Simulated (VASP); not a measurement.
Sr3RhN3:

```
Sr Rh N
1.0
     7.68953    0.00000    0.00000
    -3.84476    6.65932    0.00000
     0.00000    0.00000    5.30627
Sr Rh N
6 2 6
Direct
  0.90594 0.63669 0.25000
  0.73075 0.09406 0.25000
  0.36331 0.26925 0.25000
  0.09406 0.36331 0.75000
  0.26925 0.90594 0.75000
  0.63669 0.73075 0.75000
  0.66667 0.33333 0.75000
  0.33333 0.66667 0.25000
  0.89354 0.59429 0.75000
  0.70075 0.10646 0.75000
  0.40571 0.29925 0.75000
  0.10646 0.40571 0.25000
  0.29925 0.89354 0.25000
  0.59429 0.70075 0.25000
```

The cell comes from a database or a generator and needn't be the stable form of this composition.

Base run:

| Item | Value |
| --- | --- |
| Program | VASP 6.6.1 |
| Functional | PBE |
| Potentials or basis | VASP PAW PBE potentials, release 64 (Sr_sv, Rh_pv, N) |
| Cutoff | 520 eV |
| k mesh | 5 × 5 × 6 |
| Occupations | fermi-dirac, width 0.05 eV |
| Spin | no spin polarisation |

Its results: band gap on the k mesh none (metal or under the smearing width); pressure 1.2 GPa; largest force 0.149 eV/Å.

Question: The run is repeated on the same cell with these changes: functional from PBE to r2SCAN; further incar settings from ALGO = Fast; EDIFF = 1e-08; NBANDS = 73 to ALGO = Normal; EDIFF = 1e-08; NBANDS = 73. What comes out?

Answer: Band gap on the k mesh none (metal or under the smearing width); pressure -0.1 GPa; largest force 0.088 eV/Å.

Caveats: the PAW data sets were made with another functional, which shifts forces and pressure a little (some runs).

Not every run made on this cell is shown here.
